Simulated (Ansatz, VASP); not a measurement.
**Ti11Ga10O37 (amorphous 31Ga2O3-69TiO2 (mol %)): VASP beside Ansatz**

One calculation is typed for both programs; each brings its own data sets. How far apart do they land? Of the first pair: The structure shown is the start of the Ansatz relaxation below; VASP solves that cell, so the two are compared at the walk's first step.

Method: plane waves, with VASP 6.6.1 beside it; RPBE, in Ansatz 0.2.0.

## (1) The starting structure

The cell holds 116 atoms: 20 Ga, 22 Ti and 74 O. Cell: a = 11.051 Å, b = 11.051 Å, c = 11.051 Å, α = 90.0°, β = 90.0°, γ = 90.0°. As first built, before any earlier steps moved the atoms or strained the cell (in the runner's words): 116 atoms (20 Fe, 22 Ti, 74 O) placed at random at 3.92 g/cm^3, melted at 5000 K for 10 ps at fixed volume with the Morse and Coulomb pair potential with partial charges (Pedone, Malavasi, Menziani, Cormack and Segre, J. Phys. Chem. B 110, 11780 (2006)). Quenched from 5000 K to 300 K at 20 K/ps and fixed volume, held 10 ps at zero pressure, then minimised at fixed cell. Then Fe was replaced by Ga and the cell scaled by 1.006 (the potential has no terms for the new elements, so the cell is a start for a DFT relaxation).

## (2) Ansatz: relaxation, RPBE

Ansatz runs on its PAW soft_1 files.

The two programs are compared at the cell with which this relaxation starts, whose forces are those of its first step.

Contents of input.yaml:

```yaml
crystal:
  lattice:
    - [11.05068, 0.0, 0.0]
    - [0.0, 11.05068, 0.0]
    - [0.0, 0.0, 11.05068]
  atoms:
    - { symbol: Ga, position: [0.62558, 0.40439, 0.73708] }
    - { symbol: Ga, position: [0.11193, 0.95536, 0.53572] }
    - { symbol: Ga, position: [0.31097, 0.44895, 0.35161] }
    - { symbol: Ga, position: [0.40888, 0.91562, 0.16247] }
    - { symbol: Ga, position: [0.3528, 0.53046, 0.64656] }
    - { symbol: Ga, position: [0.86935, 0.54395, 0.61764] }
    - { symbol: Ga, position: [0.70329, 0.49813, 0.03416] }
    - { symbol: Ga, position: [0.59222, 0.18083, 0.90775] }
    - { symbol: Ga, position: [0.91283, 0.77739, 0.43555] }
    - { symbol: Ga, position: [0.89212, 0.35022, 0.14074] }
    - { symbol: Ga, position: [0.15659, 0.80404, 0.00591] }
    - { symbol: Ga, position: [0.57326, 0.0639, 0.64242] }
    - { symbol: Ga, position: [0.57837, 0.60761, 0.51659] }
    - { symbol: Ga, position: [0.07965, 0.56014, 0.46253] }
    - { symbol: Ga, position: [0.96773, 0.58907, 0.93434] }
    - { symbol: Ga, position: [0.35217, 0.24623, 0.78187] }
    - { symbol: Ga, position: [0.63406, 0.90437, 0.93925] }
    - { symbol: Ga, position: [0.09644, 0.31347, 0.66788] }
    - { symbol: Ga, position: [0.91833, 0.29718, 0.88417] }
    - { symbol: Ga, position: [0.80246, 0.5103, 0.32619] }
    - { symbol: Ti, position: [0.01303, 0.29748, 0.40854] }
    - { symbol: Ti, position: [0.80432, 0.22145, 0.64244] }
    - { symbol: Ti, position: [0.84779, 0.04067, 0.04045] }
    - { symbol: Ti, position: [0.64298, 0.20161, 0.18236] }
    - { symbol: Ti, position: [0.21812, 0.75745, 0.29631] }
    - { symbol: Ti, position: [0.36949, 0.96784, 0.87116] }
    - { symbol: Ti, position: [0.1231, 0.48617, 0.16551] }
    - { symbol: Ti, position: [0.30111, 0.1782, 0.5176] }
    - { symbol: Ti, position: [0.87343, 0.06437, 0.36619] }
    - { symbol: Ti, position: [0.85879, 0.92912, 0.72158] }
[... 80 atom lines left out ...]
    - { symbol: O, position: [0.77726, 0.88523, 0.06314] }
    - { symbol: O, position: [0.88692, 0.20511, 0.03697] }
    - { symbol: O, position: [0.14794, 0.23741, 0.50194] }
    - { symbol: O, position: [0.68181, 0.08517, 0.02059] }
    - { symbol: O, position: [0.05533, 0.75008, 0.8542] }
    - { symbol: O, position: [0.68531, 0.62729, 0.65187] }
kpoints:
  mp_grid: { grid: [1, 1, 1] }
hamiltonian:
  xc: rpbe
  pseudopotentials: { kind: paw, azcp: { folder: soft_1 } }
scf:
  occupations: { method: gaussian, width: 0.05 }
output:
  forces: true
relax:
  f_tol: 0.05
  max_steps: 120
```

Started as:

```
$ ansatz run input.yaml --threads 4 --pin off --max-ram 8192MiB --backend cpu --events-out ev --progress --plain --runs-dir out
```

Numbers of over 12 decimals in the logs are rounded to 6 here.

Log:

```text
Engine: ansatz 0.2.0, aarch64-unknown-linux-gnu
Pseudopotentials: kind: paw
Pseudopotential: Ga, paw, valence charge 13, recommended cutoff 420 eV (normal), soft_1/Ga.paw.azcp
Pseudopotential: Ti, paw, valence charge 12, recommended cutoff 420 eV (normal), soft_1/Ti.paw.azcp
Pseudopotential: O, paw, valence charge 6, recommended cutoff 420 eV (normal), soft_1/O.paw.azcp
Functional definition: RPBE
  parameter kappa = 0.804
  parameter beta = 0.066725
  exchange = rpbe_x(kappa = kappa, mu = beta*pi^2/3)
  correlation = pbe_c(beta = beta)
Crystal: 116 atoms, lattice volume = 1349.482 Å³
Basis set: ecut = 420 eV, 26193 PW (Γ), exchange–correlation on 150×150×150 points (8 copies of the dense FFT grid, shifted against one another)
Bands: 600, of which v1, the nominal top of the filled ones, is band 484 counted from 1 (483 counted from 0)
Symmetry: 1 space group operations
Space group: P1 (ITA 1), of the structure as read, at distance tolerance 1.1e-4 Å
k-points: 1
Non-local potential: Ga, projectors of the file, l = 0: 2, l = 1: 2, l = 2: 3, l = 3: 1
Non-local potential: Ti, projectors of the file, l = 0: 3, l = 1: 2, l = 2: 3, l = 3: 1
Non-local potential: O, projectors of the file, l = 0: 2, l = 1: 2, l = 2: 1
PAW form: soft (Blöchl's): semilocal exchange-correlation on the pseudo side does not see the compensation charge
PAW frozen core: Ga, regenerated for the run's functional, and the local potential with it (the file was generated under x = pbe(κ = 0.804, μ = 0.219515), c = pbe(β = 0.066725))
PAW frozen core: Ti, regenerated for the run's functional, and the local potential with it (the file was generated under x = pbe(κ = 0.804, μ = 0.219515), c = pbe(β = 0.066725))
PAW frozen core: O, regenerated for the run's functional, and the local potential with it (the file was generated under x = pbe(κ = 0.804, μ = 0.219515), c = pbe(β = 0.066725))
PAW one-centre angular grid: Ga, 590 points (default); XC on 64 Gauss nodes
PAW one-centre angular grid: Ti, 590 points (default); XC on 64 Gauss nodes
PAW one-centre angular grid: O, 110 points (default); XC on 64 Gauss nodes
Initial density: superposition of atomic densities (chi_scale 0.1, normalization cell, long waves kept (reshape's long-wave potential 0.15 eV rms))
Initial wavefunctions: pseudopotential atomic-orbital guess
Functional: x = rpbe, c = pbe(β = 0.066725)
SCF iter   1: F=—  HF=-173087.866668 eV  |F-HF|=—  |Δ(HF+E_count)|=         —  Δρ=9.40e-2  dr2=8.75e1  ethr=3.10e-3  ⟨swp⟩=6.0  Hψ=1923  notcnv=0  defer=43
preconditioner: auto → Resta (q_TF=auto, 2.581 Å⁻¹)  ε∞=6.1  [insulator: Δε(μ)=2.515 eV  Ē_g=12.634 eV  σ=0.050 eV  W_gap=1.00  n_scr=388 (ndim 8)  ℏωp=28.4 eV  f_vac=0.021  D(μ)=0.00/eV (n_scr^D=0)  ε∞_Penn≈6.1]
SCF iter   2: F=—  HF=-173069.623504 eV  |F-HF|=—  |Δ(HF+E_count)|=    1.82e1  Δρ=4.54e-2  dr2=2.10e1  ethr=3.10e-3  ⟨swp⟩=2.0  Hψ=1020  notcnv=0  defer=108
SCF iter   3: F=—  HF=-173066.569280 eV  |F-HF|=—  |Δ(HF+E_count)|=    3.05e0  Δρ=2.24e-2  dr2=7.33e0  ethr=2.16e-3  ⟨swp⟩=3.0  Hψ=1544  notcnv=0  defer=106
SCF iter   4: F=—  HF=-173065.735986 eV  |F-HF|=—  |Δ(HF+E_count)|=   8.33e-1  Δρ=8.20e-3  dr2=1.02e0  ethr=7.57e-4  ⟨swp⟩=8.0  Hψ=867  notcnv=0  defer=106
SCF iter   5: F=—  HF=-173066.023718 eV  |F-HF|=—  |Δ(HF+E_count)|=   2.88e-1  Δρ=4.52e-3  dr2=2.90e-1  ethr=1.05e-4  ⟨swp⟩=3.0  Hψ=1047  notcnv=0  defer=105
SCF iter   6: F=—  HF=-173066.154717 eV  |F-HF|=—  |Δ(HF+E_count)|=   1.31e-1  Δρ=2.36e-3  dr2=9.37e-2  ethr=2.99e-5  ⟨swp⟩=4.0  Hψ=912  notcnv=0  defer=105
SCF iter   7: F=—  HF=-173066.195912 eV  |F-HF|=—  |Δ(HF+E_count)|=   4.12e-2  Δρ=1.05e-3  dr2=1.77e-2  ethr=9.68e-6  ⟨swp⟩=2.0  Hψ=959  notcnv=0  defer=105
SCF iter   8: F=—  HF=-173066.202156 eV  |F-HF|=—  |Δ(HF+E_count)|=   6.24e-3  Δρ=4.72e-4  dr2=4.06e-3  ethr=1.83e-6  ⟨swp⟩=2.0  Hψ=955  notcnv=0  defer=105
SCF iter   9: F=—  HF=-173066.208287 eV  |F-HF|=—  |Δ(HF+E_count)|=   6.13e-3  Δρ=3.46e-4  dr2=1.79e-3  ethr=4.19e-7  ⟨swp⟩=2.0  Hψ=957  notcnv=0  defer=105
SCF iter  10: F=—  HF=-173066.209129 eV  |F-HF|=—  |Δ(HF+E_count)|=   8.42e-4  Δρ=1.20e-4  dr2=2.43e-4  ethr=1.85e-7  ⟨swp⟩=2.0  Hψ=957  notcnv=0  defer=105
SCF iter  11: F=—  HF=-173066.209312 eV  |F-HF|=—  |Δ(HF+E_count)|=   1.83e-4  Δρ=5.68e-5  dr2=6.05e-5  ethr=2.51e-8  ⟨swp⟩=2.0  Hψ=832  notcnv=0  defer=105
SCF iter  12: F=-173066.209369 eV  HF=-173066.209372 eV  |F-HF|=3.28e-6  |Δ(HF+E_count)|=   5.99e-5  Δρ=4.65e-5  dr2=3.45e-5  ethr=6.25e-9  ⟨swp⟩=3.0  Hψ=1558  notcnv=0
SCF 1 converged in 12 iterations: F = -173066.209369 eV  dr2 = 3.45e-5
  greatest PAW one-centre occupation: 0.999 electrons in one spin orbital (limit 2), on the Ti atom at site 21 (counted from 0), in its partial waves of l = 0
[...]
- { symbol: Ga, position: [0.889063, 0.346338, 0.131138] }
    - { symbol: Ga, position: [0.164553, 0.801142, 0.00419167] }
    - { symbol: Ga, position: [0.567960, 0.063220, 0.640823] }
    - { symbol: Ga, position: [0.575867, 0.597661, 0.518379] }
    - { symbol: Ga, position: [0.097609, 0.564832, 0.483556] }
    - { symbol: Ga, position: [0.958068, 0.587886, 0.923199] }
    - { symbol: Ga, position: [0.353286, 0.241665, 0.782376] }
    - { symbol: Ga, position: [0.645072, 0.905308, 0.945448] }
    - { symbol: Ga, position: [0.094592, 0.316181, 0.671963] }
    - { symbol: Ga, position: [0.904308, 0.298498, 0.875228] }
    - { symbol: Ga, position: [0.792897, 0.512832, 0.335950] }
    - { symbol: Ti, position: [0.013704, 0.302712, 0.395711] }
    - { symbol: Ti, position: [0.800973, 0.227344, 0.631517] }
    - { symbol: Ti, position: [0.868896, 0.030853, 0.032649] }
    - { symbol: Ti, position: [0.650501, 0.197538, 0.172085] }
    - { symbol: Ti, position: [0.215166, 0.760953, 0.290604] }
    - { symbol: Ti, position: [0.380596, 0.966301, 0.872223] }
    - { symbol: Ti, position: [0.102544, 0.508431, 0.172368] }
    - { symbol: Ti, position: [0.284367, 0.172307, 0.536108] }
    - { symbol: Ti, position: [0.876666, 0.069110, 0.360776] }
    - { symbol: Ti, position: [0.854291, 0.931245, 0.705215] }
    - { symbol: Ti, position: [0.611638, 0.890015, 0.386695] }
    - { symbol: Ti, position: [0.118272, 0.734645, 0.719551] }
    - { symbol: Ti, position: [0.089312, 0.164611, 0.111137] }
    - { symbol: Ti, position: [0.539605, 0.607000, 0.237063] }
    - { symbol: Ti, position: [0.379266, 0.829155, 0.567148] }
    - { symbol: Ti, position: [0.878392, 0.745656, 0.136633] }
    - { symbol: Ti, position: [0.211454, 0.471654, 0.873707] }
    - { symbol: Ti, position: [0.552921, 0.328273, 0.455286] }
    - { symbol: Ti, position: [0.350192, 0.267529, 0.090532] }
    - { symbol: Ti, position: [0.096774, 0.055771, 0.824126] }
    - { symbol: Ti, position: [0.714662, 0.671548, 0.802100] }
    - { symbol: Ti, position: [0.452199, 0.638025, 0.956855] }
    - { symbol: O, position: [0.993484, 0.948529, 0.411496] }
    - { symbol: O, position: [0.110355, 0.165456, 0.940951] }
    - { symbol: O, position: [0.648402, 0.519202, 0.865793] }
    - { symbol: O, position: [0.251639, 0.872917, 0.163505] }
    - { symbol: O, position: [0.436009, 0.678861, 0.598140] }
    - { symbol: O, position: [0.459815, 0.516531, 0.353125] }
    - { symbol: O, position: [0.324526, 0.372605, 0.206301] }
    - { symbol: O, position: [0.199195, 0.933264, 0.890842] }
    - { symbol: O, position: [0.663317, 0.460434, 0.437287] }
    - { symbol: O, position: [0.477648, 0.934875, 0.00913062] }
    - { symbol: O, position: [0.334098, 0.798643, 0.393337] }
    - { symbol: O, position: [0.561168, 0.028331, 0.812072] }
    - { symbol: O, position: [0.752953, 0.059586, 0.660781] }
    - { symbol: O, position: [0.410508, 0.145038, 0.643394] }
    - { symbol: O, position: [0.577238, 0.741579, 0.903204] }
    - { symbol: O, position: [0.511001, 0.210601, 0.074514] }
    - { symbol: O, position: [0.770209, 0.396225, 0.643580] }
    - { symbol: O, position: [0.027283, 0.175822, 0.298874] }
    - { symbol: O, position: [0.478479, 0.735402, 0.165371] }
    - { symbol: O, position: [0.876160, 0.369851, 0.303290] }
    - { symbol: O, position: [0.811330, 0.655558, -0.0024766] }
    - { symbol: O, position: [0.252202, 0.029027, 0.471338] }
    - { symbol: O, position: [0.711795, 0.341439, 0.114450] }
    - { symbol: O, position: [0.387728, 0.892696, 0.723896] }
[...]
- { symbol: O, position: [0.248680, 0.145919, 0.144223] }
    - { symbol: O, position: [0.314565, 0.726136, 0.969794] }
    - { symbol: O, position: [0.787174, 0.880591, 0.061007] }
    - { symbol: O, position: [0.905092, 0.207824, 0.025049] }
    - { symbol: O, position: [0.134795, 0.252816, 0.510017] }
    - { symbol: O, position: [0.690548, 0.076693, 0.00926937] }
    - { symbol: O, position: [0.047675, 0.740096, 0.873112] }
    - { symbol: O, position: [0.681355, 0.643870, 0.647100] }
```

The column dr2 measures how far the density is from self-consistency, as an energy; F and HF (Harris–Foulkes) agree once it is small.

## (3) VASP: single point, RPBE, start cell, pair 1

The same cell, functional, mesh and smearing now go to VASP, with its own data sets.

Lines of VASP's logs that name or quote its potential files are left out, and so is its time.

Contents of INCAR:

```
SYSTEM = Ti11Ga10O37
PREC = Accurate
ENCUT = 520
EDIFF = 1E-06
NELM = 120
ISMEAR = 0
SIGMA = 0.05
LREAL = Auto
ALGO = Normal
GGA = RP
NBANDS = 576
LASPH = .TRUE.
LORBIT = 11
LWAVE = .FALSE.
LCHARG = .FALSE.
ISIF = 2
GGA_COMPAT = .FALSE.
EFERMI = MIDGAP
NCORE = 4
```

Contents of POSCAR:

```
Ti11Ga10O37
1.0
   11.0506800000      0.0000000000      0.0000000000
    0.0000000000     11.0506800000      0.0000000000
    0.0000000000      0.0000000000     11.0506800000
Ga Ti O
20 22 74
Direct
    0.6255814122      0.4043914040      0.7370768134
    0.1119297636      0.9553620230      0.5357226886
    0.3109672889      0.4489497479      0.3516073219
    0.4088798155      0.9156178624      0.1624696399
    0.3528018185      0.5304560443      0.6465574969
    0.8693492165      0.5439484267      0.6176361998
    0.7032870375      0.4981322416      0.0341607937
    0.5922169495      0.1808305009      0.9077540930
    0.9128307036      0.7773910746      0.4355478577
    0.8921170462      0.3502227917      0.1407424701
    0.1565876489      0.8040410183      0.0059091386
    0.5732588402      0.0638965204      0.6424220048
    0.5783716477      0.6076096675      0.5165926441
    0.0796512070      0.5601374757      0.4625326224
    0.9677323024      0.5890678221      0.9343406922
    0.3521683733      0.2462291913      0.7818704369
    0.6340605284      0.9043696858      0.9392544169
    0.0964375043      0.3134739220      0.6678774519
    0.9183326275      0.2971762824      0.8841718338
    0.8024574053      0.5103034383      0.3261880717
    0.0130308723      0.2974839557      0.4085359453
    0.8043215440      0.2214524355      0.6424401032
    0.8477939819      0.0406671807      0.0404499995
    0.6429830562      0.2016075029      0.1823598186
    0.2181223237      0.7574466006      0.2963075575
    0.3694885745      0.9678408930      0.8711590599
    0.1230964972      0.4861691769      0.1655101767
    0.3011126917      0.1781971788      0.5175971071
    0.8734304133      0.0643670797      0.3661856103
    0.8587887804      0.9291192940      0.7215845541
[... 80 atom lines left out ...]
    0.7772643855      0.8852305921      0.0631363862
    0.8869227957      0.2051095498      0.0369660510
    0.1479365976      0.2374062049      0.5019419619
    0.6818132459      0.0851712293      0.0205869684
    0.0553269120      0.7500805380      0.8542008275
    0.6853062436      0.6272917142      0.6518693872
```

Contents of KPOINTS:

```
Automatic mesh
0
Gamma
1 1 1
0 0 0
```

Potentials, in the order of the species: Ga_d, Ti_sv and O (PBE family, release 64).

Started as:

```
$ mpirun -np 16 vasp_gam
```

Log:

```text
[banner, memory and clock lines left out]
running   16 mpi-ranks, on    1 nodes
[...]
|                                                                             |
|               ----> ADVICE to this user running VASP <----                  |
|                                                                             |
|     You enforced a specific xc type in the INCAR file but a different       |
|     [... a line on the potential file left out ...]
|     I HOPE YOU KNOW WHAT YOU ARE DOING!                                     |
|                                                                             |

 LDA part: xc-table for (Slater+PW92), standard interpolation
 POSCAR, INCAR and KPOINTS ok, starting setup
[...]
entering main loop
       N       E                     dE             d eps       ncg     rms          rms(c)
DAV:   1     0.248221825259E+05    0.24822E+05   -0.41493E+05  1160   0.286E+03
DAV:   2     0.639956660087E+04   -0.18423E+05   -0.17647E+05  1152   0.904E+02
DAV:   3     0.417664233163E+03   -0.59819E+04   -0.55363E+04  1504   0.381E+02
DAV:   4    -0.917276518821E+03   -0.13349E+04   -0.13084E+04  1584   0.167E+02
[...]
DAV:  19    -0.822736768614E+03   -0.10156E-04   -0.43651E-05  1600   0.292E-02    0.110E-02
DAV:  20    -0.822736772777E+03   -0.41633E-05   -0.17977E-05  1368   0.119E-02    0.564E-03
DAV:  21    -0.822736773594E+03   -0.81620E-06   -0.67977E-06  1144   0.728E-03
   1 F= -.82273677E+03 E0= -.82273677E+03  d E =0.000000E+00
```

From OUTCAR (step 3):

```text
  FREE ENERGIE OF THE ION-ELECTRON SYSTEM (eV)
  ---------------------------------------------------
  free  energy   TOTEN  =      -822.7367735936 eV

  energy  without entropy=     -822.7367735936  energy(sigma->0) =     -822.73677359
```

The run ends at a pressure of 6.54 GPa, with forces up to 2.9 eV/Å.

(Part 1 of 2 ends here.)

[Lines on the potential files, build, host, timing and source positions are cut from VASP's logs without a mark.]

[Logs are printed without paths, hosts, clocks, repeated set-up lines and the standing remarks that a program may print on its own settings, such as how far it seeks lower states.]

[Hosts, paths, dates, database ids (printed as entryN), source tags and the programs' standing remarks are cut or masked in the printed files.]
